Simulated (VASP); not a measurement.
Here is the system:

```
CELL_PARAMETERS angstrom
      0.00000     3.03000     3.03000
      3.03000     0.00000     3.03000
      3.03000     3.03000     0.00000
ATOMIC_POSITIONS crystal
  In 0.00000 0.00000 0.00000
  As 0.25000 0.25000 0.25000
```

The numbers are results of PBE GGA, VASP's PBE PAW potentials (set 64) (plane waves; VASP), not measurements. Settings: 520 eV cut-off, 7×7×7 Γ-centred mesh, Gaussian smearing of 0.050 eV, potentials In_d As_d.

Q: Give the stress tensor in GPa (positive for a compressed cell).

A: 
```
3.53  0.00  0.00
0.00  3.53  0.00
0.00  0.00  3.53
```
The pressure is its mean diagonal, 3.53 GPa.

The compound is InAs in the zinc blende structure. The cell was not relaxed at this level. The run is one of a series of settings (ENCUT = 520, POTCAR In_d As_d (PBE.64 set) against the base run), some of them coarse on purpose.
